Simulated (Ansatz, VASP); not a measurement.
**Zr in two plane-wave programs**

One calculation is typed for both programs; each brings its own data sets. How far apart do they land? Of the first pair: The cell is taken from a series of runs on this material, whose earlier steps may have relaxed, scaled, displaced or heated it; both programs get it as it stands.

Main program and level: Ansatz 0.2.0; plane waves, with VASP 6.6.1 beside it; relaxation of cell and atoms at PBEsol and single point at PBEsol.

**1. Set-up**

Symmetry: P6_3/mmc, No. 194, hexagonal system. The conventional cell has a = 3.186 Å, b = 3.186 Å, c = 5.116 Å, α = 90.00°, β = 90.00°, γ = 120.00°. Zr has 12 Zr at 3.15 to 3.19 Å nearest.

As a file:

```
Zr
1.0
     3.18551    0.00000    0.00000
    -1.59275    2.75873    0.00000
     0.00000    0.00000    5.11624
Zr
2
Direct
  0.33333 0.66667 0.75000
  0.66667 0.33333 0.25000
```

**2. VASP: relaxation of cell and atoms, PBEsol**

The relaxed volume is the usual yardstick between codes: in a stiff, nearly cubic crystal its relative difference is about their pressure difference at one cell divided by the bulk modulus.

Lines of VASP's logs that name or quote its potential files are left out, and so is its time.

Input file INCAR:

```
SYSTEM = Zr
PREC = Accurate
ENCUT = 500
EDIFF = 1E-07
NELM = 120
ISMEAR = -1
SIGMA = 0.05
LREAL = .FALSE.
ALGO = Normal
GGA = PS
NBANDS = 18
LASPH = .TRUE.
LORBIT = 11
LWAVE = .FALSE.
LCHARG = .FALSE.
ISIF = 3
IBRION = 2
NSW = 80
EDIFFG = -0.005
GGA_COMPAT = .FALSE.
NELMIN = 4
KPAR = 2
```

Input file POSCAR:

```
Zr
1.0
    3.1855092909      0.0000000000      0.0000000000
   -1.5927546454      2.7587319699      0.0000000000
    0.0000000000      0.0000000000      5.1162433002
Zr
2
Direct
    0.3333333333      0.6666666667      0.7500000000
    0.6666666667      0.3333333333      0.2500000000
```

Input file KPOINTS:

```
Automatic mesh
0
Gamma
16 16 9
0 0 0
```

The projector-augmented-wave data sets are Zr_sv (PBE family, release 64).

The run is started by

```sh
> mpirun -np 2 vasp_std
```

Numbers of over 12 decimals in the logs are rounded to 6 here.

Log:

```text
[banner, memory and clock lines left out]
running    2 mpi-ranks, on    1 nodes
 distrk:  each k-point on    1 cores,    2 groups
 distr:  one band on    1 cores,    1 groups

 POSCAR found type information on POSCAR Zr
 POSCAR found :  1 types and       2 ions
|                                                                             |
|               ----> ADVICE to this user running VASP <----                  |
|                                                                             |
|     You enforced a specific xc type in the INCAR file but a different       |
|     [... a line on the potential file left out ...]
|     I HOPE YOU KNOW WHAT YOU ARE DOING!                                     |
|                                                                             |

 LDA part: xc-table for (Slater+PW92), standard interpolation
 POSCAR, INCAR and KPOINTS ok, starting setup
 FFT: planning ... GRIDC
 FFT: planning ... GRID_SOFT
 FFT: planning ... GRID
 WAVECAR not read
 entering main loop
       N       E                     dE             d eps       ncg     rms          rms(c)
DAV:   1     0.208971748583E+03    0.20897E+03   -0.13173E+04  5408   0.129E+03
DAV:   2    -0.321502230263E+01   -0.21219E+03   -0.20893E+03  6336   0.376E+02
DAV:   3    -0.185941082410E+02   -0.15379E+02   -0.15238E+02  9760   0.729E+01
DAV:   4    -0.189462442371E+02   -0.35214E+00   -0.35184E+00  6358   0.118E+01
DAV:   5    -0.189571802650E+02   -0.10936E-01   -0.10933E-01  8128   0.141E+00    0.161E+01
DAV:   6    -0.182990931830E+02    0.65809E+00   -0.98815E-01  5832   0.780E+00    0.645E+00
DAV:   7    -0.181666602097E+02    0.13243E+00   -0.65677E-01  7900   0.546E+00    0.116E+00
DAV:   8    -0.181706720668E+02   -0.40119E-02   -0.35879E-02  7010   0.155E+00    0.285E-01
DAV:   9    -0.181709865239E+02   -0.31446E-03   -0.16554E-03  6966   0.384E-01    0.266E-02
DAV:  10    -0.181709610518E+02    0.25472E-04   -0.51521E-05  7924   0.416E-02    0.238E-02
DAV:  11    -0.181709618784E+02   -0.82661E-06   -0.98106E-06  5962   0.367E-02    0.217E-03
DAV:  12    -0.181709619224E+02   -0.43954E-07   -0.32899E-07  5554   0.419E-03
   1 F= -.18170962E+02 E0= -.18162825E+02  d E =-.181710E+02
 curvature:   0.00 expect dE= 0.000E+00 dE for cont linesearch  0.000E+00
 trial: gam= 0.00000 g(F)=  0.687E-47 g(S)=  0.583E-05 ort = 0.000E+00 (trialstep = 0.100E+01)
 search vector abs. value=  0.583E-05
 bond charge predicted
       N       E                     dE             d eps       ncg     rms          rms(c)
DAV:   1    -0.181710408120E+02   -0.78934E-04   -0.26535E-03  6586   0.486E-01    0.873E-02
DAV:   2    -0.181709726759E+02    0.68136E-04   -0.21710E-04  6308   0.129E-01    0.261E-02
DAV:   3    -0.181709606919E+02    0.11984E-04   -0.82988E-05  8140   0.620E-02    0.158E-02
DAV:   4    -0.181709618478E+02   -0.11559E-05   -0.57188E-06  7032   0.114E-02    0.656E-03
DAV:   5    -0.181709622796E+02   -0.43186E-06   -0.49382E-06  8006   0.117E-02    0.264E-03
DAV:   6    -0.181709620421E+02    0.23758E-06   -0.19561E-07  4456   0.341E-03    0.783E-04
DAV:   7    -0.181709619654E+02    0.76657E-07   -0.16680E-08  2962   0.148E-03
   2 F= -.18170962E+02 E0= -.18162828E+02  d E =-.430127E-07
 trial-energy change:   -0.000000  1 .order   -0.000000   -0.000006    0.000005
 step:   0.5338(harm=  0.5338)  dis= 0.00000  next Energy=   -18.170963 (dE=-0.156E-05)
 bond charge predicted
       N       E                     dE             d eps       ncg     rms          rms(c)
DAV:   1    -0.181709802010E+02   -0.18159E-04   -0.57447E-04  6536   0.226E-01    0.408E-02
DAV:   2    -0.181709641799E+02    0.16021E-04   -0.47118E-05  6246   0.600E-02    0.123E-02
DAV:   3    -0.181709610657E+02    0.31142E-05   -0.17884E-05  8102   0.289E-02    0.733E-03
DAV:   4    -0.181709620464E+02   -0.98072E-06   -0.12270E-06  6286   0.530E-03    0.300E-03
DAV:   5    -0.181709629395E+02   -0.89305E-06   -0.10976E-06  7870   0.574E-03    0.123E-03
DAV:   6    -0.181709630480E+02   -0.10852E-06   -0.40278E-08  3122   0.168E-03    0.357E-04
DAV:   7    -0.181709630786E+02   -0.30579E-07   -0.63197E-09  2850   0.770E-04
   3 F= -.18170963E+02 E0= -.18162828E+02  d E =-.115619E-05
 curvature:  -0.27 expect dE=-0.158E-06 dE for cont linesearch -0.292E-09
 trial: gam= 0.11551 g(F)=  0.786E-46 g(S)=  0.593E-06 ort =-0.799E-07 (trialstep = 0.907E+00)
 search vector abs. value=  0.653E-06
 reached required accuracy - stopping structural energy minimisation
```

Parts of OUTCAR (step 2):

```text
ion  position               nearest neighbor table
   1  0.333  0.667  0.750-   2 3.15   2 3.15   2 3.15   2 3.15   2 3.15   2 3.15
   2  0.667  0.333  0.250-   1 3.15   1 3.15   1 3.15   1 3.15   1 3.15   1 3.15

  LATTYP: Found a hexagonal cell.
 ALAT       =     3.1855092909
 C/A-ratio  =     1.6060990043

 Subroutine GETGRP returns: Found 24 space group operations
 (whereof 12 operations were pure point group operations)

The static configuration has the point symmetry D_3d.
 The point group associated with its full space group is D_6h.

 Found    150 irreducible k-points:

   k-points           NKPTS =    150   k-points in BZ     NKDIM =    150   number of bands    NBANDS=     18

   dimension x,y,z NGX =    24 NGY =   24 NGZ =   40
   dimension x,y,z NGXF=    48 NGYF=   48 NGZF=   80

   ENCUT  =  500.0 eV  36.75 Ry    6.06 a.u.   5.81  5.81  9.33*2*pi/ulx,y,z

   NELECT =      24.0000    total number of electrons

 k-points in reciprocal lattice and weights: Automatic mesh
   0.00000000  0.00000000  0.00000000       0.000
   0.06250000  0.00000000  0.00000000       0.003
   0.12500000  0.00000000  0.00000000       0.003
   0.18750000 -0.00000000  0.00000000       0.003
   0.25000000  0.00000000  0.00000000       0.003
   0.31250000  0.00000000  0.00000000       0.003
   0.37500000 -0.00000000  0.00000000       0.003
   0.43750000  0.00000000  0.00000000       0.003
   0.50000000  0.00000000  0.00000000       0.001
[...]
0.37500000  0.25000000  0.44444444       0.005
   0.31250000  0.31250000  0.44444444       0.005

 average (electrostatic) potential at core
       1 -73.9554       2 -73.9554

 E-fermi :   9.2514

 k-point     1 :       0.0000    0.0000    0.0000
  band No.  band energies     occupation
    ...
      6     -16.9056      2.00000
      7     -16.8925      2.00000
      8     -16.8925      2.00000
      9       3.5218      2.00000
     10       6.1139      2.00000
     11      10.1306      0.00000
     12      10.1306      0.00000
     13      10.2056      0.00000
     14      10.5081      0.00000
     15      10.8398      0.00000
    ...

 k-point     2 :       0.0625    0.0000    0.0000
  band No.  band energies     occupation
    ...
      6     -16.9247      2.00000
      7     -16.9111      2.00000
      8     -16.8966      2.00000
      9       3.6374      2.00000
     10       6.2216      2.00000
     11       9.7932      0.00004
     12      10.2379      0.00000
     13      10.2657      0.00000
     14      10.4781      0.00000
     15      10.7367      0.00000
    ...

 k-point     3 :       0.1250    0.0000    0.0000
  band No.  band energies     occupation
    ...
      6     -17.0150      2.00000
      7     -16.9277      2.00000
      8     -16.9088      2.00000
      9       3.9713      2.00000
     10       6.5185      2.00000
     11       9.3507      0.24105
     12       9.6734      0.00043
     13      10.4367      0.00000
     14      10.5558      0.00000
     15      10.8341      0.00000
    ...

  Total        0.0007573      0.0007573     -0.0048421      0.0000000     -0.0000000      0.0000000
  in kB        0.0269782      0.0269782     -0.1724910      0.0000000     -0.0000000      0.0000000
  external PRESSURE =      -0.0395116 kB  Pullay stress =       0.0000000 kB

  energy-cutoff  :      500.00
  volume of cell :       44.98
      direct lattice vectors                 reciprocal lattice vectors
     3.185944853  0.000000000  0.000000000     0.313878628  0.181217911  0.000000000
    -1.592972426  2.759109177  0.000000000    -0.000000000  0.362435821  0.000000000
     0.000000000  0.000000000  5.116507179     0.000000000 -0.000000000  0.195445832

 POSITION                                       TOTAL-FORCE (eV/Angst)
 -----------------------------------------------------------------------------------
     -0.00000      1.83941      3.83738         0.000000      0.000000      0.000000
      1.59297      0.91970      1.27913        -0.000000     -0.000000     -0.000000
 -----------------------------------------------------------------------------------
    total drift:                               -0.000000      0.000000     -0.000000

  FREE ENERGIE OF THE ION-ELECTRON SYSTEM (eV)
  ---------------------------------------------------
  free  energy   TOTEN  =       -18.1709630786 eV

  energy  without entropy=      -18.1546924894  energy(sigma->0) =      -18.16282778

 reached required accuracy - stopping structural energy minimisation

 total charge
# of ion       s       p       d       tot
------------------------------------------
    1        2.241   5.957   1.665   9.863
    2        2.241   5.957   1.665   9.863
--------------------------------------------------
tot          4.483  11.914   3.330  19.727

[... 3 further parts left out ...]
```

CONTCAR:

```
Zr
   1.00000000000000
     3.1859448525419856    0.0000000000000079    0.0000000000000000
    -1.5929724262209792    2.7591091773468652    0.0000000000000000
     0.0000000000000000    0.0000000000000000    5.1165071790862999
  Zr
     2
Direct
     0.3333333332999970    0.6666666667000030    0.7500000000000000
     0.6666666667000030    0.3333333332999970    0.2500000000000000
```

**3. Ansatz: relaxation of cell and atoms, PBEsol**

Ansatz runs on its PAW soft_1 files.

The same cell, functional, mesh and smearing now go to Ansatz.

Input file input.yaml:

```yaml
crystal:
  lattice:
    - [3.1855092909, 0.0, 0.0]
    - [-1.5927546454, 2.7587319699, 0.0]
    - [0.0, 0.0, 5.1162433002]
  atoms:
    - { symbol: Zr, position: [0.3333333333, 0.6666666667, 0.75] }
    - { symbol: Zr, position: [0.6666666667, 0.3333333333, 0.25] }
kpoints:
  mp_grid: { grid: [16, 16, 9] }
scf:
  occupations: { method: fermi_dirac, width: 0.05 }
hamiltonian:
  xc: pbesol
  pseudopotentials: { kind: paw, azcp: { folder: soft_1 }, xc_functional: pbe }
basis:
  ecutwfc: 600
output:
  forces: true
  stress: true
relax:
  f_tol: 0.005
  max_steps: 70
  cell: { stress_tol: 0.02, p_target: 0 }
```

The run is started by

```sh
> ansatz run input.yaml --threads 4 --pin off --max-ram 10240MiB --backend cpu --events-out ev --progress --plain --runs-dir out
```

Log:

```text
Engine: ansatz 0.2.0, aarch64-unknown-linux-gnu
Pseudopotentials: kind: paw
Pseudopotential: Zr, paw, valence charge 12, recommended cutoff 420 eV (normal), soft_1/Zr.paw.azcp
Functional definition: PBEsol
  exchange = pbesol_x
  correlation = pbesol_c
Crystal: 2 atoms, lattice volume = 44.961 Å³
Basis set: ecut = 600 eV, 1485 PW (Γ), exchange–correlation on 54×54×90 points (8 copies of the dense FFT grid, shifted against one another)
Bands: 16, of which v1, the nominal top of the filled ones, is band 12 counted from 1 (11 counted from 0)
Symmetry: 24 space group operations
Space group: P63/mmc (ITA 194), of the structure as read, at distance tolerance 3.6e-5 Å
k-points: 150 of 2304
Non-local potential: Zr, projectors of the file, l = 0: 3, l = 1: 2, l = 2: 2, l = 3: 1
PAW form: soft (Blöchl's): semilocal exchange-correlation on the pseudo side does not see the compensation charge
PAW frozen core: Zr, regenerated for the run's functional, and the local potential with it (the file was generated under x = pbe(κ = 0.804, μ = 0.219515), c = pbe(β = 0.066725))
PAW one-centre angular grid: Zr, 590 points (default); XC on 64 Gauss nodes
Initial density: superposition of atomic densities (chi_scale 0.1, normalization cell)
Initial wavefunctions: pseudopotential atomic-orbital guess
Functional: x = pbesol(κ = 0.804, μ = 0.123457), c = pbesol(β = 0.046)
SCF iter   1: F=—  HF=-8257.524131 eV  |F-HF|=—  |Δ(HF+E_count)|=         —  Δρ=3.02e-2  dr2=5.22e-1  ethr=3.10e-3  ⟨swp⟩=5.1  Hψ=10304  notcnv=0
preconditioner: auto → Kerker (q_TF=auto, 2.457 Å⁻¹)  [metal: Δε(μ)=0.014 eV  Ē_g=3.373 eV  σ=0.050 eV  W_gap=0.07  n_scr=10 (ndim 8)  ℏωp=15.7 eV  f_vac=0.000  D(μ)=1.63/eV (n_scr^D=10)]
SCF iter   2: F=—  HF=-8257.386095 eV  |F-HF|=—  |Δ(HF+E_count)|=   1.38e-1  Δρ=1.79e-2  dr2=1.77e-1  ethr=2.18e-3  ⟨swp⟩=2.0  Hψ=4101  notcnv=0
SCF iter   3: F=—  HF=-8257.326091 eV  |F-HF|=—  |Δ(HF+E_count)|=   6.00e-2  Δρ=2.23e-3  dr2=1.53e-3  ethr=7.37e-4  ⟨swp⟩=3.0  Hψ=4765  notcnv=0
SCF iter   4: F=—  HF=-8257.326051 eV  |F-HF|=—  |Δ(HF+E_count)|=   3.97e-5  Δρ=3.14e-4  dr2=3.28e-5  ethr=6.38e-6  ⟨swp⟩=2.0  Hψ=4121  notcnv=0
SCF iter   5: F=—  HF=-8257.326049 eV  |F-HF|=—  |Δ(HF+E_count)|=   1.50e-6  Δρ=4.01e-5  dr2=4.18e-7  ethr=1.37e-7  ⟨swp⟩=2.1  Hψ=3945  notcnv=0
SCF iter   6: F=-8257.326050 eV  HF=-8257.326050 eV  |F-HF|=2.80e-10  |Δ(HF+E_count)|=   5.78e-8  Δρ=7.62e-6  dr2=1.76e-8  ethr=4.17e-10  ⟨swp⟩=4.0  Hψ=8459  notcnv=0
SCF 1 converged in 6 iterations: F = -8257.326050 eV  dr2 = 1.76e-8
  greatest PAW one-centre occupation: 0.996 electrons in one spin orbital (limit 2), on the Zr atom at site 1 (counted from 0), in its partial waves of l = 0
relax step   1: F+E_penalty+E_count = -8257.32604953 eV  Δ(F+E_penalty+E_count) = +0.000e0 eV  max|allowed force component| = 1.018e-16 eV/Å  Δτ_max = 0.0000 Å  P = -0.014 GPa  Ω = 44.961 Å³  (6 SCF iters, dr2 threshold 1.00e-7 eV, accepted)
[...]
relax step   2: F+E_penalty+E_count = -8257.32604978 eV  Δ(F+E_penalty+E_count) = -2.565e-7 eV  max|allowed force component| = 7.864e-17 eV/Å  Δτ_max = 0.0000 Å  P = +0.018 GPa  Ω = 44.948 Å³  energy of the carried Pulay correction = +4.790e-8 eV  (3 SCF iters, dr2 threshold 1.97e-9 eV, accepted)
[...]
relax step   3: F+E_penalty+E_count = -8257.32604974 eV  Δ(F+E_penalty+E_count) = +4.123e-8 eV  max|allowed force component| = 9.714e-17 eV/Å  Δτ_max = 0.0000 Å  P = +0.018 GPa  Ω = 44.948 Å³  stress off target by 1.99e-2 GPa  SCF on the basis re-selected at this cell (its energy is not comparable with the rows above)  (4 SCF iters)
basis re-selected at this cell: Δ(F+E_penalty+E_count) = +4.123e-8 eV, ΔP = +0.000 GPa vs the last step (what re-selecting the basis moved, of the pressure what is left beyond the Pulay correction that the steps carried, after the strain that the cell walked since its last selection, with what the two solves' SCF thresholds leave and, on support functions, any second-order correction that the steps lacked; it is no m [...]
SCF converged after 4 iterations
Free energy (F): -8257.326050 eV
Harris-Foulkes:  -8257.326050 eV  (|F-HF|=0.00e0)
Internal energy: -8257.309766 eV  (E = F + TS)
E sigma→0 (E₀):  -8257.317908 eV
Entropy (-TS):   -0.016283 eV (-8.142 meV/atom)
Fermi energy:    14.420519 eV
--- Per-component energies (eV) ---
  E_band       = -181.498151
  E_kinetic    = 632.608152
  E_local      = -1177.522352  (includes V_loc(G=0)·N_el)
  E_nonlocal   = 153.840888
  E_hartree    = 382.495395
  E_xc         = -307.176006
  E_vxc        = -364.612345  (∫ρ·V_xc dr)
  E_paw        = -5819.827940  (= ΣΔE_a)
  E_vpaw       = -190.803278  (= ΣTr[D̂ρ^β])
  E_aug_tail   = -0.000011  (compensation charges beyond the density's cutoff)
  E_ewald      = -2122.059336
  E_core_change = 0.331442  (= ΣΔE_core)
  E_smearing   = -0.016283  (= −TS)
  E_closure    = -0.000000  (closes the sum)
  Σ components = -8257.326050   (vs F -8257.326050, Δ=0.00e0)
--- Forces (eV/Å), atoms counted from 1 ---
  atom   1  Zr    -0.00000000    -0.00000000     0.00000000
  atom   2  Zr     0.00000000     0.00000000     0.00000000
  max |Σ_I F_I| component: 1.85e-17 eV/Å
--- Stress (GPa, compression-positive) ---
        0.017376      -0.000000       0.000000
        0.000000       0.017376       0.000000
        0.000000       0.000000       0.019943
  P = ⅓ Tr σ = 0.0182 GPa (0.182 kbar)
--- Relaxed structure (2 steps of the walk, 2 accepted, 1 SCFs on fresh bases) ---
  F+E_penalty+E_count = -8257.32604974 eV   max|allowed force component| = 9.714e-17 eV/Å   (the final SCF, on the basis selected at the relaxed cell)
  cell:  # Å, volume = 44.9476 Å³
    - [3.185426, -2.886672604497225e-11, 0.0]
    - [-1.592713, 2.758660, 0.0]
    - [0.0, 0.0, 5.114945]
  atoms:
    - { symbol: Zr, position: [0.333333, 0.666667, 0.750000] }
    - { symbol: Zr, position: [0.666667, 0.333333, 0.25] }
```

Reading the cycles: dr2 is the Hartree energy of the density residual (eV), the measure of convergence; HF is the Harris–Foulkes estimate of the energy, which meets the free energy F at convergence.

**4. Comparison**

Known differences besides the potentials themselves: the cutoff is 600 eV in Ansatz and 500 eV in VASP; Ansatz makes its cores anew for this functional, VASP keeps those of its PBE data sets; Ansatz adds a Pulay correction to the stress that steers its cell, VASP none. Total energies have different zeros and are not compared.

Compared:

| quantity | Ansatz | VASP | difference |
| --- | --- | --- | --- |
| volume (Å³) | 44.95 | 44.98 | -0.06 % |
| edge a after relaxation, in the typed setting (Å) | 3.185 | 3.186 | -0.02 % |
| edge c after relaxation, in the typed setting (Å) | 5.115 | 5.117 | -0.03 % |

**5. Ansatz: relaxation, PBEsol**

This run makes the geometry at which the two programs are then compared.

The structure compared here is the end of the Ansatz relaxation.

Changes to input.yaml since step 3:

```diff
@@ -23,2 +23,2 @@
   max_steps: 70
-  cell: { stress_tol: 0.02, p_target: 0 }
+  cell: { stress_tol: 0.02, p_target: -4 }
```

Log:

```text
[...]
Crystal: 2 atoms, lattice volume = 44.961 Å³
Basis set: ecut = 600 eV, 1485 PW (Γ), exchange–correlation on 54×54×90 points (8 copies of the dense FFT grid, shifted against one another)
Bands: 16, of which v1, the nominal top of the filled ones, is band 12 counted from 1 (11 counted from 0)
Symmetry: 24 space group operations
[...]
k-points: 150 of 2304
[...]
0.000000       0.000000      -4.016053
  P = ⅓ Tr σ = -4.0083 GPa (-40.083 kbar)
--- Relaxed structure (5 steps of the walk, 4 accepted, 1 SCFs on fresh bases) ---
[...]
cell:  # Å, volume = 46.9517 Å³
    - [3.236406, -2.9328710002062474e-11, 0.0]
    - [-1.618203, 2.802810, 0.0]
    - [0.0, 0.0, 5.176001]
  atoms:
    - { symbol: Zr, position: [0.333333, 0.666667, 0.750000] }
    - { symbol: Zr, position: [0.666667, 0.333333, 0.250000] }
[key lines of the parts left out:]
SCF converged after 7 iterations
Free energy (F): -8257.300314 eV
Fermi energy:    13.708005 eV
```

(Continued in part 2 of 2.)

[Lines on the potential files, build, host, timing and source positions are cut from VASP's logs without a mark.]

[Logs are printed without paths, hosts, clocks, repeated set-up lines and the standing remarks that a program may print on its own settings, such as how far it seeks lower states.]

[Hosts, paths, dates, database ids (printed as entryN), source tags and the programs' standing remarks are cut or masked in the printed files.]
